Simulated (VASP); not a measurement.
Method: revTPSS meta-GGA, VASP's PBE PAW potentials (set 64) (plane waves; VASP).

The input files of a VASP run:

### POSCAR
```
Rh
1.0
  0.0000000000   1.8592594016   1.8592594016
  1.8592594016   0.0000000000   1.8592594016
  1.8592594016   1.8592594016   0.0000000000
Rh
1
Cart
  0.0000000000   0.0000000000   0.0000000000
```

KPOINTS:
```
Automatic mesh
0
Gamma
16 16 16
0 0 0
```

INCAR:
```
SYSTEM = Rh
PREC = Accurate
ENCUT = 520
EDIFF = 1E-7
NELM = 100
ALGO = Normal
LREAL = .FALSE.
LASPH = .TRUE.
ISMEAR = 1
SIGMA = 0.1
METAGGA = RTPSS
LMIXTAU = .TRUE.
LMAXMIX = 4
LWAVE = .FALSE.
LCHARG = .FALSE.
ISIF = 2
```

POTCAR, in this order: Rh_pv (PBE.64 set). Program: vasp_std.

What VASP printed:

OUTCAR:
```
 ion  position               nearest neighbor table
   1  0.000  0.000  0.000-
  LATTYP: Found a face centered cubic cell.
 ALAT       =     3.7185188032
 Subroutine PRICEL returns:
 Original cell was already a primitive cell.
 Subroutine GETGRP returns: Found 48 space group operations
The static configuration has the point symmetry O_h .
The dynamic configuration has the point symmetry O_h .
 Subroutine INISYM returns: Found 48 space group operations
 Subroutine IBZKPT returns following result:
 Found    145 irreducible k-points:

 Following reciprocal coordinates:
            Coordinates               Weight
  0.000000  0.000000  0.000000      1.000000
  0.062500  0.000000  0.000000      8.000000
  0.125000  0.000000  0.000000      8.000000
  0.187500  0.000000  0.000000      8.000000
  0.250000  0.000000  0.000000      8.000000
  0.312500  0.000000  0.000000      8.000000
  0.375000  0.000000  0.000000      8.000000
  0.437500  0.000000  0.000000      8.000000
  0.500000  0.000000  0.000000      4.000000
  0.062500  0.062500  0.000000      6.000000
  0.125000  0.062500  0.000000     24.000000
  0.187500  0.062500  0.000000     24.000000
  0.250000  0.062500  0.000000     24.000000
  0.312500  0.062500  0.000000     24.000000
  0.375000  0.062500  0.000000     24.000000
  0.437500  0.062500  0.000000     24.000000
  0.500000  0.062500  0.000000     24.000000
 -0.437500  0.062500  0.000000     24.000000
 -0.375000  0.062500  0.000000     24.000000
 -0.312500  0.062500  0.000000     24.000000
 -0.250000  0.062500  0.000000     24.000000
 -0.187500  0.062500  0.000000     24.000000
 -0.125000  0.062500  0.000000     24.000000
 -0.062500  0.062500  0.000000     12.000000
  0.125000  0.125000  0.000000      6.000000
  0.187500  0.125000  0.000000     24.000000
  0.250000  0.125000  0.000000     24.000000
  0.312500  0.125000  0.000000     24.000000
  0.375000  0.125000  0.000000     24.000000
  0.437500  0.125000  0.000000     24.000000
  0.500000  0.125000  0.000000     24.000000
 -0.437500  0.125000  0.000000     24.000000
 -0.375000  0.125000  0.000000     24.000000
 -0.312500  0.125000  0.000000     24.000000
 -0.250000  0.125000  0.000000     24.000000
 -0.187500  0.125000  0.000000     24.000000
 -0.125000  0.125000  0.000000     12.000000
  0.187500  0.187500  0.000000      6.000000
  0.250000  0.187500  0.000000     24.000000
  0.312500  0.187500  0.000000     24.000000
   k-points           NKPTS =    145   k-points in BZ     NKDIM =    145   number of bands    NBANDS=     11
   number of dos      NEDOS =    301   number of ions     NIONS =      1
   total plane-waves  NPLWV =   8000
   dimension x,y,z NGX =    20 NGY =   20 NGZ =   20
   dimension x,y,z NGXF=    40 NGYF=   40 NGZF=   40
   ions per type =               1
   PREC   = accura    normal or accurate (medium, high low for compatibility)
   ISTART =      0    job   : 0-new  1-cont  2-samecut
   ICHARG =      2    charge: 1-file 2-atom 10-const
   ISPIN  =      1    spin polarized calculation?
   LNONCOLLINEAR =      F non collinear calculations
   LSORBIT =      F    spin-orbit coupling
   INIWAV =      1    electr: 0-lowe 1-rand  2-diag
   ENCUT  =  520.0 eV  38.22 Ry    6.18 a.u.   4.89  4.89  4.89*2*pi/ulx,y,z
   NELM   =    100;   NELMIN=  2; NELMDL= -5     # of ELM steps
   EDIFF  = 0.1E-06   stopping-criterion for ELM
   LREAL  =      F    real-space projection
   NLSPLINE    = F    spline interpolate recip. space projectors
   LMAXMIX     =    4 max onsite mixed and CHGCAR
   VOSKOWN=      0    Vosko Wilk Nusair interpolation
...
```

File OSZICAR:
```
       N       E                     dE             d eps       ncg     rms          rms(c)
DAV:   1     0.183732293266E+03    0.18373E+03   -0.11176E+04  3303   0.194E+03
DAV:   2     0.285675672573E+02   -0.15516E+03   -0.14841E+03  3589   0.531E+02
DAV:   3     0.245550754242E+02   -0.40125E+01   -0.39383E+01  3852   0.108E+02
DAV:   4     0.244839461128E+02   -0.71129E-01   -0.71080E-01  4224   0.155E+01
DAV:   5     0.244815882383E+02   -0.23579E-02   -0.23577E-02  4504   0.225E+00    0.167E+01
DAV:   6     0.758261946293E+01   -0.16899E+02   -0.33409E+01  3190   0.980E+01    0.382E+00
DAV:   7     0.891097707902E+01    0.13284E+01   -0.25741E+00  3511   0.252E+01    0.192E+00
DAV:   8     0.687372199622E+01   -0.20373E+01   -0.87693E-01  3220   0.150E+01    0.993E-01
DAV:   9     0.684174878585E+01   -0.31973E-01   -0.66191E-02  3868   0.393E+00    0.492E-01
DAV:  10     0.684598114482E+01    0.42324E-02   -0.33376E-03  3340   0.935E-01    0.281E-01
DAV:  11     0.684240007185E+01   -0.35811E-02   -0.40096E-03  3439   0.943E-01    0.593E-02
DAV:  12     0.684142845282E+01   -0.97162E-03   -0.16933E-03  3571   0.688E-01    0.990E-02
DAV:  13     0.684127176259E+01   -0.15669E-03   -0.46576E-04  3721   0.353E-01    0.122E-02
DAV:  14     0.684128272153E+01    0.10959E-04   -0.30097E-05  3472   0.695E-02    0.108E-02
DAV:  15     0.684127310540E+01   -0.96161E-05   -0.62831E-06  3499   0.327E-02    0.934E-04
DAV:  16     0.684127410775E+01    0.10023E-05   -0.25371E-07  3582   0.793E-03    0.121E-03
DAV:  17     0.684127116006E+01   -0.29477E-05   -0.32354E-08  1913   0.269E-03    0.396E-04
DAV:  18     0.684127196760E+01    0.80754E-06   -0.44214E-09  1844   0.883E-04    0.175E-04
DAV:  19     0.684127184963E+01   -0.11798E-06   -0.75410E-10  1781   0.395E-04    0.682E-05
DAV:  20     0.684127189732E+01    0.47698E-07   -0.18570E-10  1775   0.127E-04
   1 F= 0.68412719E+01 E0= 0.68415231E+01  d E =-.753574E-03
```

OUTCAR:
```
------------------------ aborting loop because EDIFF is reached ----------------------------------------
  FORCE on cell =-STRESS in cart. coord.  units (eV):
  Direction    XX          YY          ZZ          XY          YZ          ZX
  --------------------------------------------------------------------------------------
  Total        1.7487767      1.7487767      1.7487767      0.0000000      0.0000000      0.0000000
  in kB      217.9691292    217.9691292    217.9691292      0.0000000      0.0000000      0.0000000
  external PRESSURE =     217.9691292 kB  Pullay stress =       0.0000000 kB
  volume of cell :       12.85
      direct lattice vectors                 reciprocal lattice vectors
     0.000000000  1.859259402  1.859259402    -0.268924282  0.268924282  0.268924282
     1.859259402  0.000000000  1.859259402     0.268924282 -0.268924282  0.268924282
     1.859259402  1.859259402  0.000000000     0.268924282  0.268924282 -0.268924282
 POSITION                                       TOTAL-FORCE (eV/Angst)
 -----------------------------------------------------------------------------------
      0.00000      0.00000      0.00000         0.000000      0.000000     -0.000000
 -----------------------------------------------------------------------------------
    total drift:                                0.000000      0.000000      0.000000
  FREE ENERGIE OF THE ION-ELECTRON SYSTEM (eV)
  ---------------------------------------------------
  free  energy   TOTEN  =         6.8412718973 eV

  energy  without entropy=        6.8420254709  energy(sigma->0) =        6.84152309
```
(Selected blocks of OUTCAR.)

The compound is Rh in the fcc structure. This cell is one point of a volume scan, at 0.94 of the reference volume.
